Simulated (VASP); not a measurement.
**What goes wrong when the gap of MoS2 is computed with a bad input**

Aim: see how common mistakes in a band-structure run show up, on MoS2. The starting structure is a measured crystal structure from the Crystallography Open Database. The atoms were first relaxed with LDA in that cell, in a run that isn't shown, and the relaxed structure is the one below.

Method: Kohn-Sham DFT with plane waves and PAW; LDA, in VASP 6.6.1.

The database entry behind the starting cell differs from later determinations by our own check (about 0.3 % long), so it need not match the best structure at ambient conditions.

## 1. The structure

Symmetry: P6_3/mmc, No. 194, hexagonal system. Conventional cell: a = 3.169 Å, b = 3.169 Å, c = 12.324 Å, α = 90.00°, β = 90.00°, γ = 120.00°. Nearest to Mo lie 6 S at 2.39 Å. Nearest to S lie 3 Mo at 2.39 Å. Farther neighbours and most contacts between anions are not listed.

Coordinates:

```
Mo S
1.0
     3.16900    0.00000    0.00000
    -1.58450    2.74443    0.00000
     0.00000    0.00000   12.32400
Mo S
2 4
Direct
  0.66667 0.33333 0.75000
  0.33333 0.66667 0.25000
  0.66667 0.33333 0.37502
  0.33333 0.66667 0.87502
  0.66667 0.33333 0.12498
  0.33333 0.66667 0.62498
```

## 2. Reference bands

INCAR

```
SYSTEM = MoS2
PREC = Accurate
ENCUT = 350
EDIFF = 1E-06
NELM = 100
ISMEAR = 0
SIGMA = 0.03
LREAL = .FALSE.
ALGO = Normal
GGA = CA
NBANDS = 42
LASPH = .TRUE.
LORBIT = 11
LWAVE = .FALSE.
LCHARG = .FALSE.
KPAR = 16
```

POSCAR

```
MoS2
1.0
    3.1690000000      0.0000000000      0.0000000000
   -1.5845000000      2.7444345046      0.0000000000
    0.0000000000      0.0000000000     12.3240000000
Mo S
2 4
Direct
    0.6666666667      0.3333333333      0.7500000000
    0.3333333333      0.6666666667      0.2500000000
    0.6666666667      0.3333333333      0.3750242501
    0.3333333333      0.6666666667      0.8750242501
    0.6666666667      0.3333333333      0.1249757499
    0.3333333333      0.6666666667      0.6249757499
```

KPOINTS

```
Automatic mesh
0
Gamma
9 9 2
0 0 0
```

KPOINTS_OPT

```
Line mode
8
Line-mode
Reciprocal
  0.00000000   0.00000000   0.00000000 GAMMA
  0.50000000   0.00000000   0.00000000 M

  0.50000000   0.00000000   0.00000000 M
  0.33333333   0.33333333   0.00000000 K

  0.33333333   0.33333333   0.00000000 K
  0.00000000   0.00000000   0.00000000 GAMMA

  0.00000000   0.00000000   0.00000000 GAMMA
  0.00000000   0.00000000   0.50000000 A

  0.00000000   0.00000000   0.50000000 A
  0.50000000   0.00000000   0.50000000 L

  0.50000000   0.00000000   0.50000000 L
  0.33333333   0.33333333   0.50000000 H

  0.33333333   0.33333333   0.50000000 H
  0.00000000   0.00000000   0.50000000 A

  0.50000000   0.00000000   0.50000000 L
  0.50000000   0.00000000   0.00000000 M

  0.33333333   0.33333333   0.00000000 K
  0.33333333   0.33333333   0.50000000 H
```

Potentials, in the order of the species: Mo_sv and S (LDA family, release 64).

Started as:

```sh
$ mpirun -np 16 vasp_std
```

The program printed:

```text
[banner, memory and clock lines left out]
running   16 mpi-ranks, on    1 nodes
 distrk:  each k-point on    1 cores,   16 groups
 distr:  one band on    1 cores,    1 groups

 POSCAR found type information on POSCAR MoS
 POSCAR found :  2 types and       6 ions
|                                                                             |
|           W    W    AA    RRRRR   N    N  II  N    N   GGGG   !!!           |
|           W    W   A  A   R    R  NN   N  II  NN   N  G    G  !!!           |
|           W    W  A    A  R    R  N N  N  II  N N  N  G       !!!           |
|           W WW W  AAAAAA  RRRRR   N  N N  II  N  N N  G  GGG   !            |
|           WW  WW  A    A  R   R   N   NN  II  N   NN  G    G                |
|           W    W  A    A  R    R  N    N  II  N    N   GGGG   !!!           |
|                                                                             |
|     For optimal performance we recommend to set                             |
|       NCORE = 2 up to number-of-cores-per-socket                            |
|     NCORE specifies how many cores store one orbital (NPAR=cpu/NCORE).      |
|     This setting can greatly improve the performance of VASP for DFT.       |
|     The default, NCORE=1 might be grossly inefficient on modern             |
|     multi-core architectures or massively parallel machines. Do your        |
|     Unfortunately you need to use the default for GW and RPA                |
|     calculations (for HF NCORE is supported but not extensively tested      |
|     yet).                                                                   |
|                                                                             |

 LDA part: xc-table for (Slater(with rela. corr.)+CA(PZ))
 , standard interpolation
 POSCAR, INCAR and KPOINTS ok, starting setup
 FFT: planning ... GRIDC
 FFT: planning ... GRID_SOFT
 FFT: planning ... GRID
 WAVECAR not read
 entering main loop
       N       E                     dE             d eps       ncg     rms          rms(c)
DAV:   1     0.354419350100E+03    0.35442E+03   -0.23337E+04  2224   0.869E+02
DAV:   2    -0.346748125637E+02   -0.38909E+03   -0.37327E+03  2346   0.286E+02
DAV:   3    -0.516410601311E+02   -0.16966E+02   -0.16726E+02  2486   0.566E+01
DAV:   4    -0.518739894699E+02   -0.23293E+00   -0.23265E+00  2392   0.694E+00
DAV:   5    -0.518778298143E+02   -0.38403E-02   -0.38395E-02  2502   0.869E-01    0.357E+01
DAV:   6    -0.496400628435E+02    0.22378E+01   -0.86781E+00  2218   0.194E+01    0.115E+01
DAV:   7    -0.492273351934E+02    0.41273E+00   -0.32528E+00  2160   0.125E+01    0.903E+00
DAV:   8    -0.489076766921E+02    0.31966E+00   -0.56049E-01  2256   0.528E+00    0.201E+00
DAV:   9    -0.489068916137E+02    0.78508E-03   -0.51282E-02  2400   0.908E-01    0.702E-01
DAV:  10    -0.489039424245E+02    0.29492E-02   -0.10348E-02  2244   0.614E-01    0.169E-01
DAV:  11    -0.489039124810E+02    0.29943E-04   -0.90683E-04  2354   0.140E-01    0.105E-01
DAV:  12    -0.489038575984E+02    0.54883E-04   -0.11303E-04  2220   0.459E-02    0.644E-02
DAV:  13    -0.489038484705E+02    0.91279E-05   -0.72285E-05  2380   0.416E-02    0.185E-02
DAV:  14    -0.489038479595E+02    0.51102E-06   -0.54682E-06  2096   0.132E-02
   1 F= -.48903848E+02 E0= -.48903848E+02  d E =-.403657E-49
 Start KPOINTS_OPT (optional k-point list driver)
k-point batch [1-24\72]
       N       E                     dE             ncg
DAV:   1    -0.227661493937E+04   -0.28971E+05     2280
DAV:   2    -0.114631363140E+05   -0.91865E+04     2348
DAV:   3    -0.118486831819E+05   -0.38555E+03     2420
DAV:   4    -0.118538338699E+05   -0.51507E+01     2432
DAV:   5    -0.118539178949E+05   -0.84025E-01     2486
DAV:   6    -0.118539197766E+05   -0.18817E-02     2464
DAV:   7    -0.118539198271E+05   -0.50535E-04     2494
DAV:   8    -0.118539198285E+05   -0.13790E-05     1758
DAV:   9    -0.118539198287E+05   -0.14545E-06     1630
[...]
k-point batch [49-72\72]
       N       E                     dE             ncg
DAV:   1    -0.249006414270E+04   -0.36906E+05     2280
DAV:   2    -0.115370776038E+05   -0.90470E+04     2382
DAV:   3    -0.119137676908E+05   -0.37669E+03     2448
DAV:   4    -0.119187740907E+05   -0.50064E+01     2390
DAV:   5    -0.119188502526E+05   -0.76162E-01     2406
DAV:   6    -0.119188519734E+05   -0.17208E-02     2414
DAV:   7    -0.119188520178E+05   -0.44379E-04     2420
DAV:   8    -0.119188520189E+05   -0.11468E-05     1702
DAV:   9    -0.119188520190E+05   -0.13048E-06     1640
```

Run time: 16 s. Hardware: 16 MPI ranks of Intel Xeon Platinum 8488C (Sapphire Rapids), shared host; peak memory 3.5 GiB.

Lines that name or quote the potential files are left out of all logs, and their timing lines are given in words.

From OUTCAR (step 2):

```text
ion  position               nearest neighbor table
   1  0.667  0.333  0.750-   4 2.39   6 2.39   4 2.39   6 2.39   4 2.39   6 2.39
   2  0.333  0.667  0.250-   3 2.39   5 2.39   3 2.39   5 2.39   3 2.39   5 2.39
   3  0.667  0.333  0.375-   2 2.39   2 2.39   2 2.39
   4  0.333  0.667  0.875-   1 2.39   1 2.39   1 2.39
   5  0.667  0.333  0.125-   2 2.39   2 2.39   2 2.39
   6  0.333  0.667  0.625-   1 2.39   1 2.39   1 2.39

  LATTYP: Found a hexagonal cell.
 ALAT       =     3.1690000000
 C/A-ratio  =     3.8889239508

 Subroutine GETGRP returns: Found 24 space group operations
 (whereof 12 operations were pure point group operations)

The static configuration has the point symmetry D_3d.
 The point group associated with its full space group is D_6h.

 Found     24 irreducible k-points:

   k-points           NKPTS =     24   k-points in BZ     NKDIM =     24   number of bands    NBANDS=     42

   dimension x,y,z NGX =    20 NGY =   20 NGZ =   80
   dimension x,y,z NGXF=    40 NGYF=   40 NGZF=  160

   ENCUT  =  350.0 eV  25.72 Ry    5.07 a.u.   4.83  4.83 18.80*2*pi/ulx,y,z

   NELECT =      52.0000    total number of electrons

 k-points in reciprocal lattice and weights: Automatic mesh
   0.00000000  0.00000000  0.00000000       0.006
   0.11111111  0.00000000  0.00000000       0.037
   0.22222222  0.00000000  0.00000000       0.037
   0.33333333  0.00000000  0.00000000       0.037
   0.44444444  0.00000000  0.00000000       0.037
   0.11111111  0.11111111  0.00000000       0.037
   0.22222222  0.11111111  0.00000000       0.074
   0.33333333  0.11111111  0.00000000       0.074
   0.44444444  0.11111111  0.00000000       0.037
[...]
0.33333333  0.22222222  0.50000000       0.074
   0.33333333  0.33333333  0.50000000       0.012

 average (electrostatic) potential at core
       1 -74.8592       2 -74.8592       3 -85.0016       4 -85.0016       5 -85.0016
       6 -85.0016

 E-fermi :   7.7257

 k-point     1 :       0.0000    0.0000    0.0000
  band No.  band energies     occupation
    ...
     22       5.1063      2.00000
     23       5.1063      2.00000
     24       6.1969      2.00000
     25       6.2339      2.00000
     26       7.4189      2.00000
     27       9.4530      0.00000
     28       9.4530      0.00000
     29       9.4749      0.00000
     30       9.4749      0.00000
     31       9.6964      0.00000
    ...

 k-point     2 :       0.1111    0.0000    0.0000
  band No.  band energies     occupation
    ...
     22       4.8281      2.00000
     23       5.2761      2.00000
     24       6.2380      2.00000
     25       6.3627      2.00000
     26       7.0444      2.00000
     27       9.2538      0.00000
     28       9.2863      0.00000
     29       9.3591      0.00000
     30       9.4721      0.00000
     31       9.5538      0.00000
    ...

 k-point     3 :       0.2222    0.0000    0.0000
  band No.  band energies     occupation
    ...
     22       4.6651      2.00000
     23       5.1668      2.00000
     24       5.9686      2.00000
     25       6.0108      2.00000
     26       6.1525      2.00000
     27       8.6187      0.00000
     28       9.0627      0.00000
     29       9.2723      0.00000
     30       9.3045      0.00000
     31       9.4507      0.00000
    ...

  Total       -3.1189928     -3.1189928     -1.0031582     -0.0000000      0.0000000      0.0000000
  in kB      -46.6227783    -46.6227783    -14.9952328     -0.0000000      0.0000000      0.0000000
  external PRESSURE =     -36.0802631 kB  Pullay stress =       0.0000000 kB

  energy-cutoff  :      350.00
  volume of cell :      107.18
      direct lattice vectors                 reciprocal lattice vectors
     3.169000000  0.000000000  0.000000000     0.315556958  0.182186895  0.000000000
    -1.584500000  2.744434505  0.000000000     0.000000000  0.364373789  0.000000000
     0.000000000  0.000000000 12.324000000     0.000000000  0.000000000  0.081142486

 POSITION                                       TOTAL-FORCE (eV/Angst)
 -----------------------------------------------------------------------------------
      1.58450      0.91481      9.24300        -0.000000      0.000000      0.000000
     -0.00000      1.82962      3.08100         0.000000     -0.000000      0.000000
      1.58450      0.91481      4.62180         0.000000     -0.000000     -0.000311
     -0.00000      1.82962     10.78380        -0.000000      0.000000     -0.000311
      1.58450      0.91481      1.54020        -0.000000     -0.000000      0.000311
     -0.00000      1.82962      7.70220        -0.000000      0.000000      0.000311
 -----------------------------------------------------------------------------------
    total drift:                               -0.000000      0.000000     -0.000000

  FREE ENERGIE OF THE ION-ELECTRON SYSTEM (eV)
  ---------------------------------------------------
  free  energy   TOTEN  =       -48.9038479595 eV

  energy  without entropy=      -48.9038479595  energy(sigma->0) =      -48.90384796

 total charge
# of ion       s       p       d       tot
------------------------------------------
    1        2.300   6.228   3.997  12.525
    2        2.300   6.228   3.997  12.525
    3        1.362   2.333   0.000   3.695
    4        1.362   2.333   0.000   3.695
    5        1.362   2.333   0.000   3.695
    6        1.362   2.333   0.000   3.695
--------------------------------------------------
tot         10.048  21.788   7.993  39.829

[... 3 further parts left out ...]
```

Spin-orbit coupling is off here; it would split degenerate levels. At this level the cell is under a tension of 3.6 GPa, so at these settings it is away from equilibrium.

The reference gap is 0.841 eV.

## 3. Bands with a k mesh far too coarse and no band path

A slip made on purpose: a k mesh far too coarse and no band path. Against step 2 the input has a 1×1×1 mesh and no band path (also changed: NELM, NBANDS, NCORE and KPAR).

INCAR

```
SYSTEM = MoS2
PREC = Accurate
ENCUT = 350
EDIFF = 1E-06
NELM = 60
ISMEAR = 0
SIGMA = 0.03
LREAL = .FALSE.
ALGO = Normal
GGA = CA
NBANDS = 32
LASPH = .TRUE.
LORBIT = 11
LWAVE = .FALSE.
LCHARG = .FALSE.
NCORE = 4
```

POSCAR is that of step 2.

KPOINTS

```
Automatic mesh
0
Gamma
1 1 1
0 0 0
```

Started as:

```sh
$ mpirun -np 16 vasp_std
```

The program printed:

```text
[banner, memory and clock lines left out]
running   16 mpi-ranks, on    1 nodes
[...]
LDA part: xc-table for (Slater(with rela. corr.)+CA(PZ))
 , standard interpolation
 POSCAR, INCAR and KPOINTS ok, starting setup
[...]
entering main loop
       N       E                     dE             d eps       ncg     rms          rms(c)
DAV:   1     0.394670309503E+03    0.39467E+03   -0.23668E+04    72   0.111E+03
DAV:   2    -0.148156925953E+02   -0.40949E+03   -0.39687E+03    88   0.365E+02
DAV:   3    -0.345716683631E+02   -0.19756E+02   -0.19612E+02    80   0.682E+01
DAV:   4    -0.350767290379E+02   -0.50506E+00   -0.50065E+00    80   0.994E+00
[...]
DAV:  13    -0.319204342824E+02    0.15106E-04   -0.52855E-05    80   0.301E-02    0.398E-02
DAV:  14    -0.319204323797E+02    0.19027E-05   -0.13934E-05    80   0.172E-02    0.197E-02
DAV:  15    -0.319204318653E+02    0.51434E-06   -0.27854E-06    64   0.854E-03
   1 F= -.31920432E+02 E0= -.31920432E+02  d E =-.691871E-55
```

Wall time 1.4 s (16 MPI ranks); peak memory 1.6 GiB; 11 s of CPU time.

Parts of OUTCAR (step 3):

```text
  Total       19.2435702     19.2435702     -8.1808880      0.0000000      0.0000000      0.0000000
  in kB      287.6533474    287.6533474   -122.2881094      0.0000000      0.0000000      0.0000000
  external PRESSURE =     151.0061951 kB  Pullay stress =       0.0000000 kB

 POSITION                                       TOTAL-FORCE (eV/Angst)
 -----------------------------------------------------------------------------------
      1.58450      0.91481      9.24300         0.000000     -0.000000      0.000000
     -0.00000      1.82962      3.08100        -0.000000      0.000000      0.000000
      1.58450      0.91481      4.62180        -0.000000      0.000000     -4.440149
     -0.00000      1.82962     10.78380         0.000000     -0.000000     -4.440149
      1.58450      0.91481      1.54020        -0.000000     -0.000000      4.440149
     -0.00000      1.82962      7.70220         0.000000     -0.000000      4.440149
 -----------------------------------------------------------------------------------
    total drift:                               -0.000000      0.000000      0.000000

  FREE ENERGIE OF THE ION-ELECTRON SYSTEM (eV)
  ---------------------------------------------------
  free  energy   TOTEN  =       -31.9204318653 eV

  energy  without entropy=      -31.9204318653  energy(sigma->0) =      -31.92043187

[... 1 part as in an earlier step ...]

[... 2 further parts left out ...]
[key lines of the parts left out:]
E-fermi :   8.7071
```

With a k mesh far too coarse and no band path the gap is 1.659 eV, +0.817 eV from the reference, read on the mesh alone.

## 4. Bands with a hybrid's name typed into the meta-GGA tag

A slip made on purpose: a hybrid's name typed into the meta-GGA tag. Against step 2 the input has METAGGA = HSE06 and no GGA (also changed: NELM).

INCAR: that of step 3 with these lines changed.

```diff
@@ -9,4 +9,3 @@
 ALGO = Normal
-GGA = CA
-NBANDS = 32
+NBANDS = 42
 LASPH = .TRUE.
@@ -15,2 +14,3 @@
 LCHARG = .FALSE.
-NCORE = 4
+KPAR = 16
+METAGGA = HSE06
```

POSCAR is that of step 3.

KPOINTS

```
Automatic mesh
0
Gamma
9 9 2
0 0 0
```

KPOINTS_OPT is that of step 2.

Started as:

```sh
$ mpirun -np 16 vasp_std
```

The program printed:

```text
[banner, memory and clock lines left out]
running   16 mpi-ranks, on    1 nodes
[...]
|                                                                             |
|           W    W    AA    RRRRR   N    N  II  N    N   GGGG   !!!           |
|           W    W   A  A   R    R  NN   N  II  NN   N  G    G  !!!           |
|           W    W  A    A  R    R  N N  N  II  N N  N  G       !!!           |
|           W WW W  AAAAAA  RRRRR   N  N N  II  N  N N  G  GGG   !            |
|           WW  WW  A    A  R   R   N   NN  II  N   NN  G    G                |
|           W    W  A    A  R    R  N    N  II  N    N   GGGG   !!!           |
|                                                                             |
|     For optimal performance we recommend to set                             |
|       NCORE = 2 up to number-of-cores-per-socket                            |
|     NCORE specifies how many cores store one orbital (NPAR=cpu/NCORE).      |
|     This setting can greatly improve the performance of VASP for DFT.       |
[...]
|     calculations (for HF NCORE is supported but not extensively tested      |
|     yet).                                                                   |
|                                                                             |

|                                                                             |
|     EEEEEEE  RRRRRR   RRRRRR   OOOOOOO  RRRRRR      ###     ###     ###     |
|     E        R     R  R     R  O     O  R     R     ###     ###     ###     |
|     E        R     R  R     R  O     O  R     R     ###     ###     ###     |
|     EEEEE    RRRRRR   RRRRRR   O     O  RRRRRR       #       #       #      |
|     E        R   R    R   R    O     O  R   R                               |
|     E        R    R   R    R   O     O  R    R      ###     ###     ###     |
|     EEEEEEE  R     R  R     R  OOOOOOO  R     R     ###     ###     ###     |
|                                                                             |
|     Error: One of the selected functionals does not exist.                  |
|                                                                             |
|       ---->  I REFUSE TO CONTINUE WITH THIS SICK JOB ... BYE!!! <----       |
|                                                                             |

1
1
1
1
1
1
1
1
1
1
1
1
1
1
1
1
```

Wall time 8.6 s (16 MPI ranks).

VASP stopped with this message: “Error: One of the selected functionals does not exist”.

[end of part 1 of 2]

[Lines on the potential files, build, host, timing and source positions are cut from VASP's logs without a mark.]

[Logs are printed without paths, hosts, clocks, repeated set-up lines and the standing remarks that a program may print on its own settings, such as how far it seeks lower states.]

[Hosts, paths, dates, database ids (printed as entryN), source tags and the programs' standing remarks are cut or masked in the printed files.]
